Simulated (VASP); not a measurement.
Output of a VASP run:

**OSZICAR**
```
       N       E                     dE             d eps       ncg     rms          rms(c)
DAV:   1     0.767444866671E+03    0.76744E+03   -0.24309E+04  2546   0.278E+03
DAV:   2     0.162560258534E+03   -0.60488E+03   -0.56836E+03  2908   0.647E+02
DAV:   3    -0.117479282293E+02   -0.17431E+03   -0.17035E+03  3764   0.257E+02
DAV:   4    -0.283423095803E+02   -0.16594E+02   -0.15715E+02  4096   0.760E+01
DAV:   5    -0.298724754550E+02   -0.15302E+01   -0.14592E+01  4762   0.244E+01    0.599E+00
DAV:   6    -0.295935888559E+02    0.27889E+00   -0.25345E+00  4320   0.972E+00    0.315E+00
DAV:   7    -0.295744572125E+02    0.19132E-01   -0.36369E-01  4656   0.421E+00    0.126E+00
DAV:   8    -0.295723840552E+02    0.20732E-02   -0.69511E-02  4080   0.202E+00    0.201E-01
DAV:   9    -0.295728733655E+02   -0.48931E-03   -0.83555E-03  4560   0.810E-01    0.955E-02
DAV:  10    -0.295729950855E+02   -0.12172E-03   -0.10768E-03  4608   0.239E-01    0.186E-02
DAV:  11    -0.295729997837E+02   -0.46983E-05   -0.14079E-04  4528   0.859E-02    0.869E-03
DAV:  12    -0.295729999680E+02   -0.18430E-06   -0.17875E-05  4400   0.320E-02    0.250E-03
DAV:  13    -0.295730000479E+02   -0.79908E-07   -0.13978E-06  1920   0.118E-02
   1 F= -.29573000E+02 E0= -.29563796E+02  d E =-.184080E-01
```

### OUTCAR
```
------------------------ aborting loop because EDIFF is reached ----------------------------------------
  FORCE on cell =-STRESS in cart. coord.  units (eV):
  Direction    XX          YY          ZZ          XY          YZ          ZX
  --------------------------------------------------------------------------------------
  Total        2.8920543      1.5629362      8.0828710      0.0000000      0.0000000      0.0000000
  in kB       34.0213759     18.3859758     95.0847966      0.0000000      0.0000000      0.0000000
  external PRESSURE =      49.1640494 kB  Pullay stress =       0.0000000 kB
  volume of cell :      136.20
      direct lattice vectors                 reciprocal lattice vectors
     0.000000000  4.840270000  5.006197000    -0.177914923  0.103300023  0.099876213
     2.810332000  0.000000000  5.006197000     0.177914923 -0.103300023  0.099876213
     2.810332000  4.840270000  0.000000000     0.177914923  0.103300023 -0.099876213
 POSITION                                       TOTAL-FORCE (eV/Angst)
 -----------------------------------------------------------------------------------
      2.81033      6.42304      5.00620        -0.000000     -0.491377      0.000000
      2.81033      3.25750      5.00620        -0.000000      0.491377      0.000000
      4.21550      5.67764      7.50930        -0.000000      0.491377     -0.000000
      4.21550      8.84317      7.50930        -0.000000     -0.491377     -0.000000
      0.00000      0.00000      0.00000        -0.000000     -0.000000      0.000000
      1.40517      2.42014      2.50310         0.000000     -0.000000     -0.000000
 -----------------------------------------------------------------------------------
    total drift:                               -0.000000     -0.000000     -0.000000
  FREE ENERGIE OF THE ION-ELECTRON SYSTEM (eV)
  ---------------------------------------------------
  free  energy   TOTEN  =       -29.5730000479 eV

  energy  without entropy=      -29.5545920082  energy(sigma->0) =      -29.56379603
```
(Selected blocks of OUTCAR.)

File POSCAR:
```
LaGe2
1
    0.0000000000     4.8402700000     5.0061970000
    2.8103320000     0.0000000000     5.0061970000
    2.8103320000     4.8402700000     0.0000000000
Ge La
4 2
Direct
  0.6635000000   0.3365000000   0.6635000000
  0.3365000000   0.6635000000   0.3365000000
  0.5865000000   0.9135000000   0.5865000000
  0.9135000000   0.5865000000   0.9135000000
  0.0000000000   0.0000000000   0.0000000000
  0.2500000000   0.2500000000   0.2500000000
```

Reconstruct the remaining input files.

One answer among several that fit: the input of the run itself, PBE GGA, plane waves, VASP's PBE PAW potentials (set 64).

**KPOINTS**
```
Automatic mesh
0
Gamma
5 5 5
0 0 0
```

INCAR:
```
! general
SYSTEM  = LaGe2
PREC    = Accurate
ENCUT   = 300   ! plane-wave cut-off (eV)
LREAL   = .FALSE.   ! projection in real space or not
LASPH   = .TRUE.

! electronic loop
EDIFF   = 1E-6
NELM    = 100   ! most electronic steps
ALGO    = Normal
LMAXMIX = 6   ! l cut-off of mixed one-centre charges

! smearing
ISMEAR  = 0
SIGMA   = 0.1

! functional
GGA     = PE

! ions
ISIF    = 2   ! forces and stress, cell fixed

! output
LWAVE   = .FALSE.
LCHARG  = .FALSE.
```

POTCAR, in this order: Ge_d La (PBE.64 set). Program: vasp_std.

At this cut-off the stress carries a Pulay error, which pulls relaxed volumes low.

The structure was generated: LaGe2 was put into an ordered model structure, which need not be its known phase. The cell was not relaxed at this level. The run is one of a series of settings (KPOINTS 5×5×5 Γ-centred mesh against the base run), some of them coarse on purpose.
